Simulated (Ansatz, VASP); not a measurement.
# AgF4 in VASP and in Ansatz

```xyz
5
Lattice="3.6335 0.0000 0.0000 0.0000 3.6335 0.0000 0.0000 0.0000 5.0259" Properties=species:S:1:pos:R:3 pbc="T T T"
Ag    0.0000    0.0000    0.0000
F     1.8168    0.0000    1.2024
F     0.0000    1.8168    3.8235
F     1.8168    0.0000    3.8235
F     0.0000    1.8168    1.2024
```

Change from the starting cell: ordered vacancies on the cation sites of fluorite (P4/mmm, No. 123).

Alike in both runs: functional PBE; k mesh 6 × 6 × 4; occupations gaussian, width 0.1 eV; no spin polarisation.

Ansatz relaxed the structure, and its values are those at the end. VASP's run is a single point on that final structure, the one shown.

|  | VASP | Ansatz |
| --- | --- | --- |
| version | VASP 6.6.1 | Ansatz 0.2.0 |
| potentials or method | VASP PAW PBE potentials, release 64 (Ag, F) | scalar-relativistic, plane waves, PAW |
| plane-wave cutoff (eV) | 520 | 420 |
| valence electrons in the cell | 39 | 47 |

```tsv
	VASP	Ansatz	Ansatz less VASP
gap on the k mesh at the Fermi level (eV)	none	none	-
pressure (GPa)	-0.1	0.1	+0.16
rms of the force components (eV/Å)	0.002	0.016	+0.0146
```

A gap of «none» marks a metal or a gap that the smearing closes. The two sets of potentials don't hold the same shells in valence.

Caveats: an odd number of electrons without spin polarisation forces a metal; a magnetic or distorted state may lie lower.
